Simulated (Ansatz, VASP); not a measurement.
**Cross-check of Ge4H between VASP and Ansatz**

Aim: how closely do two programs agree when they are given the same cell, functional and k mesh? The cell is taken from a series of runs on this material, whose earlier steps may have relaxed, scaled, displaced or heated it; both programs get it as it stands.

Calculated with Ansatz 0.2.0; plane waves, with VASP 6.6.1 beside it; PBEsol.

### Step 1. Starting point

The cell holds 10 atoms: 8 Ge and 2 H. Its edges and angles: a = 4.041 Å, b = 4.041 Å, c = 50.400 Å, α = 90.0°, β = 90.0°, γ = 120.0°. It derives from Ge. Vacuum lies along c.

Coordinates:

```
Ge H
1.0
     4.04082    0.00000    0.00000
    -2.02041    3.49945    0.00000
     0.00000    0.00000   50.40000
Ge H
8 2
Direct
  0.33333 0.66667 0.39596
  0.00000 0.00000 0.41117
  0.00000 0.00000 0.45972
  0.66667 0.33333 0.47567
  0.66667 0.33333 0.52433
  0.33333 0.66667 0.54028
  0.33333 0.66667 0.58883
  0.00000 0.00000 0.60404
  0.33333 0.66667 0.36513
  0.00000 0.00000 0.63487
```

### Step 2. VASP: single point, PBEsol, pair 1

A single point takes one fixed geometry, so differences don't come from the geometry; what else differs is listed under the comparison.

Lines of VASP's logs that name or quote its potential files are left out, and so is its time.

INCAR reads:

```
SYSTEM = Ge4H
PREC = Accurate
ENCUT = 410
EDIFF = 1E-06
NELM = 120
ISMEAR = 0
SIGMA = 0.01
LREAL = .FALSE.
ALGO = Normal
GGA = PS
NBANDS = 70
LORBIT = 11
LWAVE = .FALSE.
LCHARG = .FALSE.
ISIF = 2
LDIPOL = .TRUE.
IDIPOL = 3
DIPOL = 0.5 0.5 0.5
LVHAR = .TRUE.
LASPH = .TRUE.
GGA_COMPAT = .FALSE.
EFERMI = MIDGAP
NELMDL = -8
KPAR = 2
```

POSCAR reads:

```
Ge4H
1.0
    4.0408182696      0.0000000000      0.0000000000
   -2.0204091348      3.4994512736      0.0000000000
    0.0000000000      0.0000000000     50.4000000000
Ge H
8 2
Direct
    0.3333333334      0.6666666667      0.3959602925
    0.0000000000      0.0000000001      0.4111748767
    0.0000000000      0.0000000001      0.4597187344
    0.6666666667      0.3333333334      0.4756680567
    0.6666666667      0.3333333334      0.5243319433
    0.3333333334      0.6666666667      0.5402812656
    0.3333333334      0.6666666667      0.5888251233
    0.0000000000      0.0000000001      0.6040397075
    0.3333333334      0.6666666667      0.3651328831
    0.0000000000      0.0000000001      0.6348671169
```

KPOINTS reads:

```
Automatic mesh
0
Gamma
9 9 1
0 0 0
```

PAW data sets: Ge_d and H (PBE family, release 64).

On the command line:

```console
$ mpirun -np 2 vasp_std
```

Numbers of over 12 decimals in the logs are rounded to 6 here.

What it wrote:

```text
[banner, memory and clock lines left out]
running    2 mpi-ranks, on    1 nodes
 distrk:  each k-point on    1 cores,    2 groups
 distr:  one band on    1 cores,    1 groups

 POSCAR found type information on POSCAR GeH
 POSCAR found :  2 types and      10 ions
|                                                                             |
|               ----> ADVICE to this user running VASP <----                  |
|                                                                             |
|     You enforced a specific xc type in the INCAR file but a different       |
|     [... a line on the potential file left out ...]
|     I HOPE YOU KNOW WHAT YOU ARE DOING!                                     |
|                                                                             |

 LDA part: xc-table for (Slater+PW92), standard interpolation
|                                                                             |
|           W    W    AA    RRRRR   N    N  II  N    N   GGGG   !!!           |
|           W    W   A  A   R    R  NN   N  II  NN   N  G    G  !!!           |
|           W    W  A    A  R    R  N N  N  II  N N  N  G       !!!           |
|           W WW W  AAAAAA  RRRRR   N  N N  II  N  N N  G  GGG   !            |
|           WW  WW  A    A  R   R   N   NN  II  N   NN  G    G                |
|           W    W  A    A  R    R  N    N  II  N    N   GGGG   !!!           |
|                                                                             |
|     One of the lattice vectors is very long (>50 A), but AMIN is rather     |
|     large. This can spoil convergence since charge sloshing might occur     |
|     along the long lattice vector. If problems with convergence are         |
|     observed, try to decrease AMIN to a smaller value (e.g. 0.01).          |
|     Note: This warning only applies if the self-consistency cycle is        |
|     used.                                                                   |
|                                                                             |

 POSCAR, INCAR and KPOINTS ok, starting setup
 FFT: planning ... GRIDC
 FFT: planning ... GRID_SOFT
 FFT: planning ... GRID
 WAVECAR not read
 entering main loop
       N       E                     dE             d eps       ncg     rms          rms(c)
DAV:   1     0.101211874440E+04    0.10121E+04   -0.53465E+04  2152   0.217E+03
DAV:   2     0.112600870946E+03   -0.89952E+03   -0.87271E+03  2152   0.543E+02
DAV:   3    -0.366562249872E+02   -0.14926E+03   -0.14788E+03  2316   0.190E+02
DAV:   4    -0.461112395253E+02   -0.94550E+01   -0.94089E+01  2000   0.560E+01
DAV:   5    -0.465307345482E+02   -0.41950E+00   -0.41923E+00  2448   0.121E+01
DAV:   6    -0.465406349681E+02   -0.99004E-02   -0.98994E-02  2300   0.157E+00
DAV:   7    -0.465409700974E+02   -0.33513E-03   -0.33511E-03  2504   0.283E-01
DAV:   8    -0.465409843355E+02   -0.14238E-04   -0.14238E-04  2476   0.514E-02    0.750E+00
DAV:   9    -0.458159359536E+02    0.72505E+00   -0.23704E-01  1986   0.472E+00    0.432E+00
DAV:  10    -0.454822700087E+02    0.33367E+00   -0.85415E-01  1904   0.817E+00    0.561E-01
DAV:  11    -0.454841925978E+02   -0.19226E-02   -0.12126E-01  1944   0.575E+00    0.364E-01
DAV:  12    -0.454852245384E+02   -0.10319E-02   -0.23374E-02  2016   0.176E+00    0.209E-01
DAV:  13    -0.454857024447E+02   -0.47791E-03   -0.56208E-03  1912   0.215E+00    0.925E-02
DAV:  14    -0.454856234720E+02    0.78973E-04   -0.24081E-03  2234   0.979E-01    0.444E-02
[...]
DAV:  22    -0.454862672878E+02   -0.56774E-04   -0.16182E-06  1366   0.313E-02    0.159E-03
DAV:  23    -0.454862988142E+02   -0.31526E-04   -0.21532E-06  1298   0.110E-02    0.969E-04
DAV:  24    -0.454863189385E+02   -0.20124E-04   -0.12309E-06  1248   0.118E-02    0.702E-04
DAV:  25    -0.454863290761E+02   -0.10138E-04   -0.42061E-07  1264   0.195E-02    0.583E-04
DAV:  26    -0.454863342397E+02   -0.51636E-05   -0.26408E-07  1214   0.524E-03    0.223E-04
DAV:  27    -0.454863370742E+02   -0.28345E-05   -0.11275E-07  1258   0.630E-03    0.226E-04
DAV:  28    -0.454863383385E+02   -0.12643E-05   -0.71243E-08  1220   0.289E-03    0.170E-04
DAV:  29    -0.454863389981E+02   -0.65965E-06   -0.19661E-08  1192   0.349E-03
   1 F= -.45486339E+02 E0= -.45486339E+02  d E =-.278093E-62
```

From OUTCAR (step 2):

```text
ion  position               nearest neighbor table
   1  0.333  0.667  0.396-   9 1.55   2 2.46   2 2.46   2 2.46
   2  0.000  0.000  0.411-   3 2.45   1 2.46   1 2.46   1 2.46
   3  0.000  0.000  0.460-   2 2.45   4 2.47   4 2.47   4 2.47
   4  0.667  0.333  0.476-   5 2.45   3 2.47   3 2.47   3 2.47
   5  0.667  0.333  0.524-   4 2.45   6 2.47   6 2.47   6 2.47
   6  0.333  0.667  0.540-   7 2.45   5 2.47   5 2.47   5 2.47
   7  0.333  0.667  0.589-   6 2.45   8 2.46   8 2.46   8 2.46
   8  0.000  0.000  0.604-  10 1.55   7 2.46   7 2.46   7 2.46
   9  0.333  0.667  0.365-   1 1.55
  10  0.000  0.000  0.635-   8 1.55

  LATTYP: Found a hexagonal cell.
 ALAT       =     4.0408182696
 C/A-ratio  =    12.4727212751

 Subroutine GETGRP returns: Found 12 space group operations
 (whereof  6 operations were pure point group operations)

The static configuration has the point symmetry C_3v.
 The point group associated with its full space group is D_3d.

 Found     12 irreducible k-points:

   k-points           NKPTS =     12   k-points in BZ     NKDIM =     12   number of bands    NBANDS=     70

   dimension x,y,z NGX =    28 NGY =   28 NGZ =  336
   dimension x,y,z NGXF=    56 NGYF=   56 NGZF=  672

   ENCUT  =  410.0 eV  30.13 Ry    5.49 a.u.   6.67  6.67 83.21*2*pi/ulx,y,z

   NELECT =     114.0000    total number of electrons

 k-points in reciprocal lattice and weights: Automatic mesh
   0.00000000  0.00000000  0.00000000       0.012
   0.11111111  0.00000000  0.00000000       0.074
   0.22222222 -0.00000000  0.00000000       0.074
   0.33333333  0.00000000  0.00000000       0.074
   0.44444444 -0.00000000  0.00000000       0.074
   0.11111111  0.11111111  0.00000000       0.074
   0.22222222  0.11111111  0.00000000       0.148
   0.33333333  0.11111111  0.00000000       0.148
   0.44444444  0.11111111  0.00000000       0.074
   0.22222222  0.22222222  0.00000000       0.074
   0.33333333  0.22222222  0.00000000       0.148
   0.33333333  0.33333333  0.00000000       0.025

 dipolmoment           0.000000      0.000000     -0.000001 electrons x Angstroem

 average (electrostatic) potential at core
       1 -80.8266       2 -80.8529       3 -80.8637       4 -80.8671       5 -80.8671
       6 -80.8637       7 -80.8529       8 -80.8266       9 -38.3586      10 -38.3588

 E-fermi :  -1.9588

 k-point     1 :       0.0000    0.0000    0.0000
  band No.  band energies     occupation
    ...
     53      -2.9355      2.00000
     54      -2.5044      2.00000
     55      -2.5044      2.00000
     56      -2.0752      2.00000
     57      -2.0752      2.00000
     58      -1.8423      0.00000
     59      -1.6415      0.00000
     60      -1.4355      0.00000
     61      -1.2493      0.00000
     62       0.8712      0.00000
    ...

 k-point     2 :       0.1111    0.0000    0.0000
  band No.  band energies     occupation
    ...
     53      -3.3694      2.00000
     54      -3.2114      2.00000
     55      -2.7912      2.00000
     56      -2.7361      2.00000
     57      -2.2802      2.00000
     58      -0.7683      0.00000
     59      -0.5633      0.00000
     60      -0.5303      0.00000
     61      -0.1734      0.00000
     62       0.4792      0.00000
    ...

 k-point     3 :       0.2222   -0.0000    0.0000
  band No.  band energies     occupation
    ...
     53      -4.0774      2.00000
     54      -3.7413      2.00000
     55      -3.2291      2.00000
     56      -3.1248      2.00000
     57      -2.7439      2.00000
     58      -0.6485      0.00000
     59      -0.5480      0.00000
     60      -0.3884      0.00000
     61      -0.1155      0.00000
     62       0.8939      0.00000
    ...

  Total       -2.0754468     -2.0754468     -0.4249185     -0.0000000      0.0000000     -0.0000000
  in kB       -4.6657598     -4.6657598     -0.9552486     -0.0000000      0.0000000     -0.0000000
  external PRESSURE =      -3.4289227 kB  Pullay stress =       0.0000000 kB

  energy-cutoff  :      410.00
  volume of cell :      712.69
      direct lattice vectors                 reciprocal lattice vectors
     4.040818270  0.000000000  0.000000000     0.247474628  0.142879543  0.000000000
    -2.020409135  3.499451274  0.000000000     0.000000000  0.285759087  0.000000000
     0.000000000  0.000000000 50.400000000     0.000000000  0.000000000  0.019841270

 POSITION                                       TOTAL-FORCE (eV/Angst)
 -----------------------------------------------------------------------------------
      0.00000      2.33297     19.95640        -0.000000      0.000000     -0.023340
     -0.00000      0.00000     20.72321        -0.000000      0.000000      0.008697
     -0.00000      0.00000     23.16982         0.000000     -0.000000     -0.010563
      2.02041      1.16648     23.97367        -0.000000      0.000000      0.013248
      2.02041      1.16648     26.42633         0.000000     -0.000000     -0.013248
      0.00000      2.33297     27.23018        -0.000000      0.000000      0.010563
      0.00000      2.33297     29.67679         0.000000     -0.000000     -0.008697
     -0.00000      0.00000     30.44360        -0.000000      0.000000      0.023340
      0.00000      2.33297     18.40270        -0.000000     -0.000000      0.002226
     -0.00000      0.00000     31.99730        -0.000000     -0.000000     -0.002226
 -----------------------------------------------------------------------------------
    total drift:                               -0.000001     -0.000001     -0.000202

  FREE ENERGIE OF THE ION-ELECTRON SYSTEM (eV)
  ---------------------------------------------------
  free  energy   TOTEN  =       -45.4863389981 eV

  energy  without entropy=      -45.4863389981  energy(sigma->0) =      -45.48633900

 vacuum level on the upper side and lower side of the slab         2.354         2.354

 total charge
# of ion       s       p       d       tot
------------------------------------------
    1        1.108   1.316  10.034  12.459
    2        1.119   1.267  10.021  12.407
    3        1.125   1.249  10.021  12.395
    4        1.127   1.244  10.021  12.393
    5        1.127   1.244  10.021  12.393
    6        1.125   1.249  10.021  12.395
    7        1.119   1.267  10.021  12.407
    8        1.108   1.316  10.034  12.459
    9        0.525   0.012   0.000   0.537
   10        0.525   0.012   0.000   0.537
--------------------------------------------------
tot         10.009  10.178  80.196 100.383

[... 3 further parts left out ...]
```

### Step 3. Ansatz: single point, PBEsol, pair 1

Ansatz runs on its PAW soft_1 files.

The same cell, functional and mesh now go to Ansatz, which takes its cutoff from its data sets.

input.yaml reads:

```yaml
crystal:
  lattice:
    - [4.0408182696, 0.0, 0.0]
    - [-2.0204091348, 3.4994512736, 0.0]
    - [0.0, 0.0, 50.4]
  atoms:
    - { symbol: Ge, position: [0.3333333333, 0.6666666667, 0.3959602925] }
    - { symbol: Ge, position: [0.0, 0.0, 0.4111748767] }
    - { symbol: Ge, position: [0.0, 0.0, 0.4597187344] }
    - { symbol: Ge, position: [0.6666666667, 0.3333333333, 0.4756680567] }
    - { symbol: Ge, position: [0.6666666667, 0.3333333333, 0.5243319433] }
    - { symbol: Ge, position: [0.3333333333, 0.6666666667, 0.5402812656] }
    - { symbol: Ge, position: [0.3333333333, 0.6666666667, 0.5888251233] }
    - { symbol: Ge, position: [0.0, 0.0, 0.6040397075] }
    - { symbol: H, position: [0.3333333333, 0.6666666667, 0.3651328831] }
    - { symbol: H, position: [0.0, 0.0, 0.6348671169] }
  periodic: [true, true, false]
kpoints:
  mp_grid: { grid: [9, 9, 1] }
hamiltonian:
  xc: pbesol
  pseudopotentials: { kind: paw, azcp: { folder: soft_1 }, xc_functional: pbe }
scf:
  occupations: { method: fixed }
  n_extra_bands: 7
output:
  eigenvalues: true
  forces: true
  stress: true
  band_densities: [{ e_range: [-0.08, 0] }, { e_range: [0.17, 0.3] }]
  volumetric_format: npy
```

On the command line:

```console
$ ansatz run input.yaml --threads 3 --pin off --max-ram 92160MiB --backend cuda --events-out ev --progress --plain --runs-dir out --devices 1 --max-vram 13GiB
```

What it wrote:

```text
scf.n_extra_bands = 7 over 57 filled bands (N_el = 114.0): the run solves 64 bands
GPUs: using 1 of 1 available (devices: 1).
Engine: ansatz 0.2.0, x86_64-unknown-linux-gnu
Pseudopotentials: kind: paw
Pseudopotential: Ge, paw, valence charge 14, recommended cutoff 420 eV (normal), soft_1/Ge.paw.azcp
Pseudopotential: H, paw, valence charge 1, recommended cutoff 420 eV (normal), soft_1/H.paw.azcp
Functional definition: PBEsol
  exchange = pbesol_x
  correlation = pbesol_c
device memory: the entry about to start is reckoned to put 6.8 GiB on a device that reports 56.6 GiB free (of which the cap on the GPU budget leaves the run 13.0 GiB)
GPU FFT provider: cuFFT
GPU libraries: cuBLAS 13.8.2, cuFFT 12.4.0, cuSOLVER 12.3.4
Crystal: 10 atoms, lattice volume = 712.689 Å³
Basis set: ecut = 420 eV, 13969 PW (Γ), exchange–correlation on 60×60×720 points (8 copies of the dense FFT grid, shifted against one another)
Bands: 64, of which v1, the nominal top of the filled ones, is band 57 counted from 1 (56 counted from 0)
Symmetry: 12 space group operations
Space group: P-3m1 (ITA 164), of the structure as read, at distance tolerance 8.9e-5 Å
k-points: 12 of 81
Non-local potential: Ge, projectors of the file, l = 0: 2, l = 1: 2, l = 2: 3, l = 3: 1
Non-local potential: H, projectors of the file, l = 0: 2, l = 1: 1
PAW form: soft (Blöchl's): semilocal exchange-correlation on the pseudo side does not see the compensation charge
PAW frozen core: Ge, regenerated for the run's functional, and the local potential with it (the file was generated under x = pbe(κ = 0.804, μ = 0.219515), c = pbe(β = 0.066725))
PAW one-centre angular grid: Ge, 590 points (default); XC on 64 Gauss nodes
PAW one-centre angular grid: H, 110 points (default); XC on 64 Gauss nodes
Initial density: superposition of atomic densities (neutral atoms: chi_scale 0, normalization atom)
Initial wavefunctions: pseudopotential atomic-orbital guess
GPU buffer pool allocated for 324000 grid points (all kernels)
GPU transforms: local potential and band sums: pruned to the plane-wave sphere, on 27×27×360
Functional: x = pbesol(κ = 0.804, μ = 0.123457), c = pbesol(β = 0.046)
iter 1 solved again at ethr=2.66e-3 eV; its pass at ethr=3.10e-3 eV (dr2=3.03e0 eV) is discarded
SCF iter   1: F=—  HF=-34059.445802 eV  |F-HF|=—  |Δ(HF+E_count)|=         —  Δρ=2.25e-2  dr2=3.01e0  ethr=2.66e-3  ⟨swp⟩=1.2  Hψ=3632  notcnv=0  defer=40
preconditioner: auto → Resta (q_TF=auto, 2.010 Å⁻¹)  ε∞=1.5  [insulator: Δε(μ)=0.318 eV  Ē_g=21.232 eV  n_scr=122 (ndim 8)  ℏωp=14.9 eV  f_vac=0.696  ε∞_Penn≈1.5  vacuum switching on, ρ_ref=3.3e-2 e/Å³]
SCF iter   2: F=—  HF=-34058.861469 eV  |F-HF|=—  |Δ(HF+E_count)|=   5.84e-1  Δρ=1.05e-2  dr2=6.62e-1  ethr=2.64e-3  ⟨swp⟩=2.2  Hψ=931  notcnv=0  defer=56
SCF iter   3: F=—  HF=-34058.861907 eV  |F-HF|=—  |Δ(HF+E_count)|=   4.38e-4  Δρ=3.33e-3  dr2=1.05e0  ethr=5.81e-4  ⟨swp⟩=4.1  Hψ=1262  notcnv=0  defer=58
SCF iter   4: F=—  HF=-34058.727563 eV  |F-HF|=—  |Δ(HF+E_count)|=   1.34e-1  Δρ=1.20e-3  dr2=1.48e-2  ethr=5.81e-4  ⟨swp⟩=4.6  Hψ=1035  notcnv=0  defer=59
SCF iter   5: F=—  HF=-34058.726359 eV  |F-HF|=—  |Δ(HF+E_count)|=   1.20e-3  Δρ=5.21e-4  dr2=1.46e-3  ethr=1.30e-5  ⟨swp⟩=3.9  Hψ=1224  notcnv=0  defer=59
SCF iter   6: F=—  HF=-34058.726572 eV  |F-HF|=—  |Δ(HF+E_count)|=   2.13e-4  Δρ=1.87e-4  dr2=1.50e-4  ethr=1.28e-6  ⟨swp⟩=3.1  Hψ=1222  notcnv=0  defer=59
SCF iter   7: F=—  HF=-34058.726581 eV  |F-HF|=—  |Δ(HF+E_count)|=   9.54e-6  Δρ=3.06e-5  dr2=6.78e-6  ethr=1.32e-7  ⟨swp⟩=3.1  Hψ=1418  notcnv=0  defer=57
SCF iter   8: F=—  HF=-34058.726859 eV  |F-HF|=—  |Δ(HF+E_count)|=   2.77e-4  Δρ=1.12e-5  dr2=8.47e-7  ethr=5.95e-9  ⟨swp⟩=3.1  Hψ=1445  notcnv=0  defer=56
SCF iter   9: F=—  HF=-34058.726859 eV  |F-HF|=—  |Δ(HF+E_count)|=   6.09e-7  Δρ=3.04e-6  dr2=1.02e-7  ethr=7.43e-10  ⟨swp⟩=3.6  Hψ=1639  notcnv=0  defer=56
SCF iter  10: F=-34058.726859 eV  HF=-34058.726859 eV  |F-HF|=3.86e-9  |Δ(HF+E_count)|=   1.65e-8  Δρ=6.81e-7  dr2=6.08e-9  ethr=8.77e-11  ⟨swp⟩=18.9  Hψ=4521  notcnv=0
SCF 1 converged in 10 iterations: F = -34058.726859 eV  dr2 = 6.08e-9
  greatest PAW one-centre occupation: 0.998 electrons in one spin orbital (limit 2), on the Ge atom at site 7 (counted from 0), in its partial waves of l = 2
device memory: the entry about to start is reckoned to put 1.5 GiB on a device that reports 45.5 GiB free (of which the cap on the GPU budget leaves the run 13.0 GiB)
NSCF: frozen V_eff on 1 k-points
SCF converged after 10 iterations
Free energy (F): -34058.726859 eV
Harris-Foulkes:  -34058.726859 eV  (|F-HF|=3.86e-9)
Internal energy: -34058.726859 eV  (E = F + TS)
E sigma→0 (E₀):  -34058.726859 eV
Fermi energy:    -4.429792 eV
--- Per-component energies (eV) ---
  E_band       = -2644.484169
  E_kinetic    = 766.667910
  E_local      = -706795.528146  (includes V_loc(G=0)·N_el)
  E_nonlocal   = 1758.319200
  E_hartree    = 352253.310736
  E_xc         = -583.950415
  E_vxc        = -541.085485  (∫ρ·V_xc dr)
  E_paw        = -15782.858175  (= ΣΔE_a)
  E_vpaw       = -2339.452038  (= ΣTr[D̂ρ^β])
  E_aug_tail   = -0.001682  (compensation charges beyond the density's cutoff)
  E_ewald      = 334317.970210
  E_core_change = 7.343502  (= ΣΔE_core)
  E_smearing   = -0.000000  (= −TS)
  E_closure    = -0.000000  (closes the sum)
  Σ components = -34058.726859   (vs F -34058.726859, Δ=0.00e0)
--- Forces (eV/Å), atoms counted from 1 ---
  atom   1  Ge     0.00000000     0.00000000    -0.00886801
  atom   2  Ge     0.00000000    -0.00000000     0.00963260
  atom   3  Ge    -0.00000000     0.00000000    -0.01074359
  atom   4  Ge     0.00000000    -0.00000000     0.00988280
  atom   5  Ge    -0.00000000     0.00000000    -0.00988280
  atom   6  Ge     0.00000000    -0.00000000     0.01074359
  atom   7  Ge     0.00000000     0.00000000    -0.00963260
  atom   8  Ge     0.00000000    -0.00000000     0.00886801
  atom   9  H     -0.00000000    -0.00000000    -0.01237804
  atom  10  H      0.00000000     0.00000000     0.01237804
  max |Σ_I F_I| component: 6.94e-18 eV/Å
--- 2D stress c σ (N/m, compression-positive) ---
       -1.675473       0.000000       0.000000
        0.000000      -1.675473       0.000000
        0.000000       0.000000       0.000000
  P = ½ c Tr σ = -1.6755 N/m
--- Band table (eV; the first three rows and the last of 12) ---
  k-point 0: bands = [... 53 lower, -4.8585, -4.8585, -4.4298, -4.4298, -4.2023, -4.0022, -3.7976, -3.6095, ... 3 higher]
  k-point 1: bands = [... 53 lower, -5.5654, -5.1463, -5.0902, -4.6347, -3.1280, -2.9239, -2.8905, -2.5331, ... 3 higher]
  k-point 2: bands = [... 53 lower, -6.0952, -5.5830, -5.4799, -5.0982, -3.0090, -2.9073, -2.7482, -2.4759, ... 3 higher]
  k-point 11: bands = [... 53 lower, -7.7832, -6.7332, -6.7332, -6.7108, -2.2640, -2.1466, -2.1466, -0.7370, ... 3 higher]
--- Band densities, each state counted as filled ---
  window                                       electrons  max residual (eV)  cut levels
  e_range: [-0.08, 0]                           0.049383             1.9e-6           0
  e_range: [0.17, 0.3]                          0.024691             1.4e-6           0
```

(Part 1 of 2 ends here.)

[Lines on the potential files, build, host, timing and source positions are cut from VASP's logs without a mark.]

[Logs are printed without paths, hosts, clocks, repeated set-up lines and the standing remarks that a program may print on its own settings, such as how far it seeks lower states.]

[Hosts, paths, dates, database ids (printed as entryN), source tags and the programs' standing remarks are cut or masked in the printed files.]
